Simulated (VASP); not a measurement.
# HfPbO$_{3}$ (space group Pm-3m): computed properties

Computed with LDA (Ceperley-Alder, Perdew-Zunger), VASP's LDA PAW potentials (set 64) (plane waves; VASP).

For HfPbO$_{3}$, the space group is Pm-3m (221) and the cell is a = 4.0747 Å, b = 4.0747 Å, c = 4.0747 Å, α = 90.00°, β = 90.00°, γ = 90.00°. The volume per atom is 13.53 Å³/atom. The band gap (over mesh and band path) comes out as 2.38 eV, the smallest direct gap (over mesh and band path) is 2.38 eV and the band-edge character without spin-orbit coupling is direct, X to X. The band gap with spin-orbit coupling is 2.11 eV. The density is 10.64 g/cm³. The optical Γ-point spectrum is 122i (×3), 105 (×3), 145 (×3), 600 (×3) cm⁻¹.

Space group Pm-3m (No. 221); a = 4.0747 Å, b = 4.0747 Å, c = 4.0747 Å, α = 90.00°, β = 90.00°, γ = 90.00°

| atom | site | symmetry | x | y | z |
|---|---|---|---|---|---|
| Hf | 1b | m-3m | 0.5000 | 0.5000 | 0.5000 |
| Pb | 1a | m-3m | 0.0000 | 0.0000 | 0.0000 |
| O | 3c | 4/mm.m | 0.0000 | 0.5000 | 0.5000 |

Unless said otherwise, spin-orbit coupling is left out, though it shifts the bands of the heavy elements here.

The structure comes from a computed database's HfPbO3 entry (Pm-3m); how it stands against other phases isn't given here. It was relaxed first, which changed the volume by -6 %. Symmetry was kept, so distortions that lower it aren't found.
